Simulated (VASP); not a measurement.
# MgCd2S3 (Cmc2_1) in VASP: further runs

The runs below take MgCd2S3 through single point, with PBE.

Everything below comes from runs of VASP 6.6.1. Logs are shortened: lines on timing, memory, paths and dates and some standing lists are left out, and cuts for length are marked.

**1. The crystal as given**

Symmetry: Cmc2_1, No. 36, orthorhombic system. The conventional cell has a = 12.435 Å, b = 7.179 Å, c = 6.736 Å, α = 90.00°, β = 90.00°, γ = 90.00°. Mg (site symmetry m) is surrounded by 4 S at 2.46 to 2.47 Å. Around Cd (site symmetry 1) lie 4 S at 2.57 to 2.58 Å. S (site symmetry 1) has 1 Mg at 2.46 Å and 3 Cd at 2.57 to 2.58 Å as nearest neighbours. S (site symmetry m) is surrounded by 2 Mg at 2.46 to 2.47 Å and 2 Cd at 2.57 Å.

The cell was built by a generator and needn't be a form met in nature.

**2. Single point, PBE**

INCAR reads:

```
ALGO = Fast ; EDIFF = 1E-5
ENCUT = 520 ; GGA = PE
ISIF = 2 ; ISMEAR = 0
LASPH = True ; LCHARG = False
LREAL = Auto ; LWAVE = False
NELM = 80 ; PREC = Normal
SIGMA = 0.05
```

KPOINTS reads:

```
k-points
0
Gamma
  3 3 3
```

POSCAR reads:

```
MgCd2S3
1.0
    6.2173100000     -3.5892600000      0.0000000000
    6.2173100000      3.5892600000      0.0000000000
    0.0000000000      0.0000000000      6.7363900000
Mg Cd S
2 4 6
Direct
    0.8362340000      0.1637660000      0.0001360000
    0.1637660000      0.8362340000      0.5001360000
    0.1664250000      0.5033270000      0.9984420000
    0.8335750000      0.4966730000      0.4984420000
    0.4966730000      0.8335750000      0.9984420000
    0.5033270000      0.1664250000      0.4984420000
    0.1667050000      0.5105060000      0.3808160000
    0.8332950000      0.4894940000      0.8808160000
    0.8443040000      0.1556960000      0.3664400000
    0.1556960000      0.8443040000      0.8664400000
    0.4894940000      0.8332950000      0.3808160000
    0.5105060000      0.1667050000      0.8808160000
```

Potentials or basis: VASP PAW PBE potentials, release 64 (Mg, Cd, S).

On the command line:

```sh
$ cat potpaw_PBE.64/Mg/POTCAR potpaw_PBE.64/Cd/POTCAR potpaw_PBE.64/S/POTCAR > POTCAR
$ mpirun -np 1 vasp_std > vasp.out
```

OUTCAR:

```text
EDIFF = 1E-5
   ENCUT = 520
   GGA = PE
   ISIF = 2
   ISMEAR = 0
   LASPH = True
   LREAL = Auto
   NELM = 80
   PREC = Normal

 ion  position               nearest neighbor table
   1  0.836  0.164  0.000-   8 2.46  12 2.46  10 2.46   9 2.47
   2  0.164  0.836  0.500-   7 2.46  11 2.46   9 2.46  10 2.47
   3  0.166  0.503  0.998-   8 2.57  12 2.57  10 2.57   7 2.58
   4  0.834  0.497  0.498-   7 2.57  11 2.57   9 2.57   8 2.58
   5  0.497  0.834  0.998-  12 2.57   8 2.57  10 2.57  11 2.58
   6  0.503  0.166  0.498-  11 2.57   7 2.57   9 2.57  12 2.58
   7  0.167  0.511  0.381-   2 2.46   4 2.57   6 2.57   3 2.58
   8  0.833  0.489  0.881-   1 2.46   3 2.57   5 2.57   4 2.58
   9  0.844  0.156  0.366-   2 2.46   1 2.47   4 2.57   6 2.57
  10  0.156  0.844  0.866-   1 2.46   2 2.47   3 2.57   5 2.57
  11  0.489  0.833  0.381-   2 2.46   6 2.57   4 2.57   5 2.58
  12  0.511  0.167  0.881-   1 2.46   5 2.57   3 2.57   6 2.58

  LATTYP: Found a base centered orthorhombic cell.
 ALAT       =     7.1785200000
 B/A-ratio  =     1.7321982804
 C/A-ratio  =     0.9384093100

  Lattice vectors:

 A1 = (  -6.2173100000,  -3.5892600000,   0.0000000000)
 A2 = (   6.2173100000,  -3.5892600000,   0.0000000000)
 A3 = (   0.0000000000,   0.0000000000,   6.7363900000)

Analysis of symmetry for initial positions (statically):
=====================================================================
 Subroutine PRICEL returns:
 Original cell was already a primitive cell.

 Routine SETGRP: Setting up the symmetry group for a
 base centered orthorhombic supercell.

 Subroutine GETGRP returns: Found  4 space group operations
 (whereof  2 operations were pure point group operations)
 out of a pool of  8 trial point group operations.

The static configuration has the point symmetry C_1h.
 The point group associated with its full space group is C_2v.

Analysis of symmetry for dynamics (positions and initial velocities):
=====================================================================
 Subroutine PRICEL returns:
 Original cell was already a primitive cell.

 Routine SETGRP: Setting up the symmetry group for a
 base centered orthorhombic supercell.

 Subroutine GETGRP returns: Found  4 space group operations
 (whereof  2 operations were pure point group operations)
 out of a pool of  8 trial point group operations.

The dynamic configuration has the point symmetry C_1h.
 The point group associated with its full space group is C_2v.

 Subroutine INISYM returns: Found  4 space group operations
 (whereof  2 operations are pure point group operations),
 and found     1 'primitive' translations

----------------------------------------------------------------------------------------

                                     Primitive cell

  volume of cell :     300.6524

  direct lattice vectors                    reciprocal lattice vectors
     6.217310000 -3.589260000  0.000000000     0.080420632 -0.139304481  0.000000000
     6.217310000  3.589260000  0.000000000     0.080420632  0.139304481  0.000000000
     0.000000000  0.000000000  6.736390000     0.000000000  0.000000000  0.148447462

  length of vectors
     7.178978408  7.178978408  6.736390000     0.160851535  0.160851535  0.148447462

  position of ions in fractional coordinates (direct lattice)
     0.836234000  0.163766000  0.000136000
     0.163766000  0.836234000  0.500136000
     0.166425000  0.503327000  0.998442000
     0.833575000  0.496673000  0.498442000
     0.496673000  0.833575000  0.998442000
     0.503327000  0.166425000  0.498442000
     0.166705000  0.510506000  0.380816000
     0.833295000  0.489494000  0.880816000
     0.844304000  0.155696000  0.366440000
     0.155696000  0.844304000  0.866440000
     0.489494000  0.833295000  0.380816000
     0.510506000  0.166705000  0.880816000

  ion indices of the primitive-cell ions
   primitive index   ion index
                 1           1
                 2           2
                 3           3
                 4           4
                 5           5
                 6           6
                 7           7
                 8           8
                 9           9
                10          10
                11          11
                12          12

----------------------------------------------------------------------------------------

 KPOINTS: k-points

Automatic generation of k-mesh.
 Grid dimensions read from file:
 generate k-points for:    3    3    3

 Generating k-lattice:

  Cartesian coordinates                     Fractional coordinates (reciprocal lattice)
     0.026806877 -0.046434827  0.000000000     0.333333333  0.000000000  0.000000000
     0.026806877  0.046434827  0.000000000     0.000000000  0.333333333  0.000000000
     0.000000000  0.000000000  0.049482487     0.000000000  0.000000000  0.333333333

  Length of vectors
     0.053617178  0.053617178  0.049482487

  Shift w.r.t. Gamma in fractional coordinates (k-lattice)
     0.000000000  0.000000000  0.000000000

 Subroutine IBZKPT returns following result:
 ===========================================

 Found      8 irreducible k-points:

 Following reciprocal coordinates:
            Coordinates               Weight
  0.000000  0.000000  0.000000      1.000000
  0.333333  0.000000  0.000000      4.000000
  0.333333  0.333333  0.000000      2.000000
 -0.333333  0.333333  0.000000      2.000000
  0.000000  0.000000  0.333333      2.000000
  0.333333  0.000000  0.333333      8.000000
  0.333333  0.333333  0.333333      4.000000
 -0.333333  0.333333  0.333333      4.000000
   k-points           NKPTS =      8   k-points in BZ     NKDIM =      8   number of bands    NBANDS=     52
   number of dos      NEDOS =    301   number of ions     NIONS =     12
   total plane-waves  NPLWV =  64000
   dimension x,y,z NGX =    40 NGY =   40 NGZ =   40
   dimension x,y,z NGXF=    80 NGYF=   80 NGZF=   80
   ions per type =               2   4   6
   NGX,Y,Z   is equivalent  to a cutoff of   9.26,  9.26,  9.87 a.u.
   NGXF,Y,Z  is equivalent  to a cutoff of  18.53, 18.53, 19.74 a.u.
 SYSTEM =  unknown system
   PREC   = normal    normal or accurate (medium, high low for compatibility)
   ISTART =      0    job   : 0-new  1-cont  2-samecut
   ICHARG =      2    charge: 1-file 2-atom 10-const
   ISPIN  =      1    spin polarized calculation?
   LNONCOLLINEAR =      F non collinear calculations
   LSORBIT =      F    spin-orbit coupling
   LASPH  =      T    aspherical Exc in radial PAW
   ENCUT  =  520.0 eV  38.22 Ry    6.18 a.u.  13.35 13.35 12.53*2*pi/ulx,y,z
   NELM   =     80;   NELMIN=  2; NELMDL= -5     # of ELM steps
   EDIFF  = 0.1E-04   stopping-criterion for ELM
   LREAL  =      T    real-space projection
   EDIFFG = 0.1E-03   stopping-criterion for IOM
   NSW    =      0    number of steps for IOM
   IBRION =     -1    ionic relax: 0-MD 1-quasi-New 2-CG
   NFREE  =      0    steps in history (QN), initial steepest desc. (CG)
   ISIF   =      2    stress and relaxation
   ISYM   =      2    0-nonsym 1-usesym 2-fastsym
   POTIM  = 0.5000    time-step for ionic-motion
   TEBEG  =    0.0;   TEEND  =   0.0 temperature during run
   PSTRESS=    0.0 pullay stress
   NELECT =      88.0000    total number of electrons
   NUPDOWN=      -1.0000    fix difference up-down
   EMIN   =  10.00;   EMAX   =-10.00  energy-range for DOS
   EFERMI =   0.00;   METHOD = LEGACY
   ISMEAR =     0;   SIGMA  =   0.05  broadening in eV -4-tet -1-fermi 0-gaus
   EFERMI_NEDOS =   21; number of points for ismear=-14 and -15
   IALGO  =     68    algorithm
   IMIX   =      4    mixing-type and parameters
     AMIX     =   0.40;   BMIX     =  1.00
     AMIX_MAG =   1.60;   BMIX_MAG =  1.00
  volume/ion in A,a.u.               =      25.05       169.08
  Fermi-wavevector in a.u.,A,eV,Ry     =   1.086962  2.054059 16.075084  1.181485
  Thomas-Fermi vector in A             =   2.223110
   LORBIT       =      0    0 simple, 1 ext, 2 COOP (PROOUT), +10 PAW based schemes
   GGA     = PE    functional components
   LHFCALC =     F    Hartree Fock is set to
   AEXX    =    0.0000 exact exchange contribution
   IVDW    =     0    specifies the selected vdW correction
   LEPSILON=     F    determine dielectric tensor
   LRPA    =     F    only Hartree local field effects (RPA)
 non-spin polarized calculation
 RMM-DIIS sequential band-by-band and
 Gauss-broadening in eV      SIGMA  =   0.05
  energy-cutoff  :      520.00
  volume of cell :      300.65
 maximum number of plane-waves:      8119
   NGX = 27   NGY = 27   NGZ = 25

 number of electron      88.0000021 magnetization

 Free energy of the ion-electron system (eV)
  ---------------------------------------------------
  ext. energy  EPLUGINS =         0.00000000
  ---------------------------------------------------
  free energy    TOTEN  =       -41.56037779 eV

  energy without entropy =      -41.56037779  energy(sigma->0) =      -41.56037779

 E-fermi :   1.1613     XC(G=0):  -8.7372

 val. band max:        0.9013281663   @ k =   0.0000   0.0000   0.0000
 cond. band min:       2.7253983665   @ k =   0.0000   0.0000   0.0000
 fundamental gap:      1.8240702002
 Fermi energy:         1.1613464372

 k-point     1 :       0.0000    0.0000    0.0000
  band No.  band energies     occupation
      1     -10.8819      2.00000
      2     -10.4408      2.00000
      3     -10.3420      2.00000
      4     -10.3412      2.00000
      5     -10.2793      2.00000
      6     -10.2508      2.00000
[... 44 lines left out ...]
     51       7.3870      0.00000
     52       7.4270      0.00000

 k-point     2 :       0.3333    0.0000    0.0000
  band No.  band energies     occupation
      1     -10.7536      2.00000
      2     -10.5009      2.00000
      3     -10.4183      2.00000
      4     -10.3435      2.00000
      5     -10.2956      2.00000
      6     -10.2269      2.00000
[... 44 lines left out ...]
     51       6.3587      0.00000
     52       6.6785      0.00000

 k-point     3 :       0.3333    0.3333    0.0000
  band No.  band energies     occupation
      1     -10.7533      2.00000
      2     -10.4890      2.00000
      3     -10.4411      2.00000
      4     -10.3493      2.00000
      5     -10.2643      2.00000
      6     -10.2423      2.00000
[... 44 lines left out ...]
     51       6.3391      0.00000
     52       6.9331      0.00000

 k-point     4 :      -0.3333    0.3333    0.0000
  band No.  band energies     occupation
      1     -10.5818      2.00000
      2     -10.5661      2.00000
      3     -10.5497      2.00000
      4     -10.3207      2.00000
      5     -10.2873      2.00000
      6     -10.2350      2.00000
[... 44 lines left out ...]
     51       6.5287      0.00000
     52       6.6721      0.00000

 k-point     5 :       0.0000    0.0000    0.3333
  band No.  band energies     occupation
      1     -10.7683      2.00000
      2     -10.5423      2.00000
      3     -10.3324      2.00000
      4     -10.3320      2.00000
      5     -10.2731      2.00000
      6     -10.2639      2.00000
[... 44 lines left out ...]
     51       6.4449      0.00000
     52       6.4958      0.00000

 k-point     6 :       0.3333    0.0000    0.3333
  band No.  band energies     occupation
      1     -10.6564      2.00000
      2     -10.4896      2.00000
      3     -10.4091      2.00000
      4     -10.3633      2.00000
      5     -10.3210      2.00000
      6     -10.2743      2.00000
[... 44 lines left out ...]
     51       6.4960      0.00000
     52       6.8213      0.00000

 k-point     7 :       0.3333    0.3333    0.3333
  band No.  band energies     occupation
      1     -10.6554      2.00000
      2     -10.4743      2.00000
      3     -10.4354      2.00000
      4     -10.3762      2.00000
      5     -10.2877      2.00000
      6     -10.2849      2.00000
[... 44 lines left out ...]
     51       6.5278      0.00000
     52       6.6447      0.00000

 k-point     8 :      -0.3333    0.3333    0.3333
  band No.  band energies     occupation
      1     -10.5130      2.00000
      2     -10.5060      2.00000
      3     -10.4846      2.00000
      4     -10.3693      2.00000
      5     -10.3342      2.00000
      6     -10.3076      2.00000
[... 44 lines left out ...]
     51       6.4016      0.00000
     52       6.6426      0.00000

------------------------ aborting loop because EDIFF is reached ----------------------------------------

  FORCE on cell =-STRESS in cart. coord.  units (eV):
  Direction    XX          YY          ZZ          XY          YZ          ZX
  --------------------------------------------------------------------------------------
  -------------------------------------------------------------------------------------
  Total        0.0461143      0.0025358      0.0140200      0.0000000      0.0000000      0.0000000
  in kB        0.2457434      0.0135131      0.0747127      0.0000000      0.0000000      0.0000000
  external PRESSURE =       0.1113230 kB  Pullay stress =       0.0000000 kB

 VOLUME and BASIS-vectors are now :
 -----------------------------------------------------------------------------
  energy-cutoff  :      520.00
  volume of cell :      300.65
      direct lattice vectors                 reciprocal lattice vectors
     6.217310000 -3.589260000  0.000000000     0.080420632 -0.139304481  0.000000000
     6.217310000  3.589260000  0.000000000     0.080420632  0.139304481  0.000000000
     0.000000000  0.000000000  6.736390000     0.000000000  0.000000000  0.148447462

 POSITION                                       TOTAL-FORCE (eV/Angst)
 -----------------------------------------------------------------------------------
      6.21731     -2.41366      0.00092         0.000000      0.006022     -0.005579
      6.21731      2.41366      3.36911         0.000000     -0.006022     -0.005579
      4.16406      1.20923      6.72589        -0.005500      0.004247      0.004329
      8.27056     -1.20923      3.35770         0.005500     -0.004247      0.004329
      8.27056      1.20923      6.72589         0.005500      0.004247      0.004329
      4.16406     -1.20923      3.35770        -0.005500     -0.004247      0.004329
      4.21043      1.23399      2.56533        -0.004487     -0.005249      0.005068
      8.22419     -1.23399      5.93352         0.004487      0.005249      0.005068
      6.21731     -2.47159      2.46848         0.000000     -0.004500     -0.013213
      6.21731      2.47159      5.83668         0.000000      0.004500     -0.013213
      8.22419      1.23399      2.56533         0.004487     -0.005249      0.005068
      4.21043     -1.23399      5.93352        -0.004487      0.005249      0.005068
 -----------------------------------------------------------------------------------
    total drift:                                0.000002     -0.000000     -0.005260

  FREE ENERGIE OF THE ION-ELECTRON SYSTEM (eV)
  ---------------------------------------------------
  free  energy   TOTEN  =       -41.5603777869 eV

  energy  without entropy=      -41.5603777869  energy(sigma->0) =      -41.56037779
```

Wall time 68 s (1 thread of Intel Xeon Platinum 8488C (Sapphire Rapids), shared host); peak memory 0.28 GiB.

Results:

| Item | Value |
| --- | --- |
| Free energy | -41.5604 eV |
| Pressure | 0.0 GPa |
| Largest force | 0.014 eV/Å |
| Band gap on the k mesh | 1.82 eV, direct |

Forces in eV/Å, atoms in the order of the input:
```
Mg   0.000  0.006 -0.006
Mg   0.000 -0.006 -0.006
Cd  -0.005  0.004  0.004
Cd   0.005 -0.004  0.004
Cd   0.005  0.004  0.004
Cd  -0.005 -0.004  0.004
S   -0.004 -0.005  0.005
S    0.004  0.005  0.005
S    0.000 -0.004 -0.013
S    0.000  0.004 -0.013
S    0.004 -0.005  0.005
S   -0.004  0.005  0.005
```

Levels at points of the mesh, in eV from the valence-band top:
```csv
k point,band 42,band 43,band 44,band 45,band 46,band 47
"(0.00, 0.00, 0.00)",-0.03,0.00,0.00,1.82,3.25,4.78
```

Expect the measured gap to be larger: semilocal functionals such as PBE lack the derivative discontinuity.

**3. Single point, PBE**

This run uses another cell than the first one, of the same volume but with other edges.

INCAR is that of step 2.

KPOINTS reads:

```
k-points
0
Gamma
  4 4 4
```

POSCAR reads:

```
MgCd2S3
1.0
   -2.0719800000      6.2046100000      2.9210900000
    4.1439600000    -12.4092200000      5.8421800000
    2.0719800000      6.2046100000     -2.9210900000
Mg Cd S
2 4 6
Direct
    0.9976190000      0.4988095000      0.0000000000
    0.9976190000      0.9988095000      0.0000000000
    0.6663280000      0.0005690000      0.6651900000
    0.6663280000      0.5005690000      0.6651900000
    0.3359480000      0.0005690000      0.3348100000
    0.3359480000      0.5005690000      0.3348100000
    0.7663240000      0.1331620000      0.5000000000
    0.7663240000      0.6331620000      0.5000000000
    0.0802850000      0.1210090000      0.8382680000
    0.0802850000      0.6210090000      0.8382680000
    0.4037500000      0.1210090000      0.1617320000
    0.4037500000      0.6210090000      0.1617320000
```

Potentials or basis: VASP PAW PBE potentials, release 64 (Mg, Cd, S).

On the command line:

```sh
$ cat potpaw_PBE.64/Mg/POTCAR potpaw_PBE.64/Cd/POTCAR potpaw_PBE.64/S/POTCAR > POTCAR
$ mpirun -np 1 vasp_std > vasp.out
```

It took 5.7 min on 1 thread of Intel Xeon Platinum 8488C (Sapphire Rapids), shared host; peak memory 0.48 GiB.

Results (log left out):

```yaml
Free_energy: -41.5262 eV
Pressure: 0.0 GPa
Largest_force: 0.014 eV/Å
Band_gap_on_the_k_mesh: 1.69 eV
```

Forces on the atoms (eV/Å):
```
Mg   0.000  0.000  0.008
Mg   0.000  0.000  0.008
Cd   0.000  0.008 -0.007
Cd   0.000  0.008 -0.007
Cd   0.000 -0.008 -0.007
Cd   0.000 -0.008 -0.007
S    0.000  0.000  0.014
S    0.000  0.000  0.014
S    0.000 -0.001 -0.004
S    0.000 -0.001 -0.004
S    0.000  0.001 -0.004
S    0.000  0.001 -0.004
```

Levels at points of the mesh, in eV from the valence-band top:
```tsv
k point	band 41	band 42	band 43	band 44	band 45	band 46	band 47	band 48
(0.00, 0.00, 0.00)	-0.58	-0.08	-0.05	0.00	1.69	3.39	4.75	4.75
(0.50, 0.00, 0.00)	-0.77	-0.62	-0.56	-0.49	3.31	3.69	3.88	4.18
(0.00, 0.50, 0.00)	-0.34	-0.34	-0.33	-0.33	3.21	3.21	4.60	4.60
(0.50, 0.50, 0.00)	-0.85	-0.85	-0.44	-0.44	3.72	3.72	4.40	4.40
(0.50, 0.00, 0.50)	-0.59	-0.58	-0.48	-0.09	3.39	3.53	3.68	3.82
(0.50, 0.50, 0.50)	-0.92	-0.92	-0.79	-0.79	4.15	4.15	4.20	4.20
```
